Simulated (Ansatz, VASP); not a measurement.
**Cr2Co: VASP beside Ansatz**

The input INCAR:

```
  PREC = Accurate
  ENCUT = 520
  EDIFF = 1E-7
  ISMEAR = -1
  SIGMA = 0.05
  LREAL = False
  LASPH = True
  NELM = 100
  ALGO = Normal
  ISIF = 2
  LWAVE = False
  LCHARG = False
  ISPIN = 2
  MAGMOM = 2 2 3 3 3 3
  LORBIT = 11
  LMAXMIX = 4
  GGA = PE
  NBANDS = 46
```

The input KPOINTS:

```
Automatic mesh
0
Gamma
  7 7 7
```

POSCAR

```
Cr2Co
1.0
    0.0000000000      3.2249057191      3.2249057191
    3.2249057191      0.0000000000      3.2249057191
    3.2249057191      3.2249057191      0.0000000000
Co Cr
2 4
Direct
    0.0000000000      0.0000000000      0.0000000000
    0.2500000000      0.2500000000      0.2500000000
    0.6250000000      0.6250000000      0.6250000000
    0.1250000000      0.6250000000      0.6250000000
    0.6250000000      0.1250000000      0.6250000000
    0.6250000000      0.6250000000      0.1250000000
```

The input input.yaml:

```yaml
crystal:
  lattice:
    - [0.0, 3.2249057191, 3.2249057191]
    - [3.2249057191, 0.0, 3.2249057191]
    - [3.2249057191, 3.2249057191, 0.0]
  atoms:
    - { symbol: Co, position: [0.0, 0.0, 0.0], spin: 2.0 }
    - { symbol: Co, position: [0.25, 0.25, 0.25], spin: 2.0 }
    - { symbol: Cr, position: [0.625, 0.625, 0.625], spin: 3.0 }
    - { symbol: Cr, position: [0.125, 0.625, 0.625], spin: 3.0 }
    - { symbol: Cr, position: [0.625, 0.125, 0.625], spin: 3.0 }
    - { symbol: Cr, position: [0.625, 0.625, 0.125], spin: 3.0 }
hamiltonian:
  xc: pbe
  pseudopotentials: { kind: paw }
magnetization:
  spin_polarized: true
kpoints:
  mp_grid: { grid: [7, 7, 7] }
scf:
  occupations: { method: fermi_dirac, width: 0.05 }
output:
  forces: true
  stress: true
  eigenvalues: true
```

Change from the starting cell: volume scaled by 0.96.

Alike in both runs: task single point; functional PBE; k mesh 7 × 7 × 7; occupations fermi-dirac, width 0.05 eV; collinear spin, ferromagnetic start.

|  | VASP | Ansatz |
| --- | --- | --- |
| version | VASP 6.6.1 | Ansatz 0.2.0 |
| potentials or method | VASP PAW PBE potentials, release 64 (Co, Cr_pv) | Ansatz PAW |
| plane-wave cutoff (eV) | 520 | 420 |
| valence electrons in the cell | 66 | 90 |

```csv
,VASP,Ansatz,Ansatz less VASP
gap on the k mesh at the Fermi level (eV),none,none,-
pressure (GPa),8.0,8.1,+0.08
net moment per atom (μB),0.12,0.12,+0.004
size of the moment on the site where the two differ most (μB),0.41,0.43,+0.021
```

Site moments also hang on the region over which each program counts them. A gap of «none» marks a metal or a gap that the smearing closes. The two sets of potentials don't hold the same shells in valence.

Caveats: the starting moments weren't kept (Ansatz).
